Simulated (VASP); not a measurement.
Input of a VASP 6.6.1 run:

INCAR

```
SYSTEM = H2CIBr
ALGO = Normal
EDIFF = 1E-7
EDIFFG = -0.01
ENCUT = 520
GGA = PE
IBRION = 2
ISIF = 2
ISMEAR = 0
LASPH = .True.
LCHARG = .False.
LREAL = .False.
LWAVE = .False.
NELM = 60
NSW = 60
PREC = Accurate
SIGMA = 0.01
```

KPOINTS

```
k-points
0
Gamma
  1 1 1
  0 0 0
```

POSCAR

```
H2CIBr
1.0
   13.0000000000      0.0000000000      0.0000000000
    0.0000000000     11.0000000000      0.0000000000
    0.0000000000      0.0000000000     12.0000000000
Br C I H
1 1 1 2
Direct
    0.3780590000      0.4766590000      0.5309760000
    0.5179830000      0.4916040000      0.4873160000
    0.6240970000      0.4152490000      0.5998180000
    0.5352930000      0.5880940000      0.4802070000
    0.5258890000      0.4466640000      0.4075290000
```

Potentials or basis: VASP PAW PBE potentials, release 64 (Br, C, I, H).

Run with:

```sh
$ cat potpaw_PBE.64/Br/POTCAR potpaw_PBE.64/C/POTCAR potpaw_PBE.64/I/POTCAR potpaw_PBE.64/H/POTCAR > POTCAR
$ mpirun -np 1 vasp_gam > vasp.out
```

**Question.** Estimate the gap between the frontier levels.

**Answer.** 3.88 eV.

**Question.** Estimate the energy gained by relaxing.

**Answer.** 6.9 meV/atom.

Step by step:
```csv
step,energy change (eV),largest force (eV/Å),pressure (GPa)
1,0.0000,0.8689,0.10
2,-0.0253,0.8343,0.01
3,-0.0286,0.5019,0.03
4,-0.0229,0.8094,-0.04
5,-0.0334,0.1630,0.00
6,-0.0335,0.2051,-0.01
7,-0.0338,0.0793,-0.01
8,-0.0342,0.0412,0.00
9,-0.0343,0.0551,0.00
10,-0.0345,0.0360,0.00
11,-0.0346,0.0484,0.00
12,-0.0345,0.1194,0.00
13,-0.0346,0.0151,0.00
14,-0.0346,0.0150,0.00
15,-0.0346,0.0226,0.00
16,-0.0347,0.0105,0.00
17,-0.0347,0.0079,0.00
```

Caveat: spin-orbit coupling is left out, which moves the levels of the heavy elements.
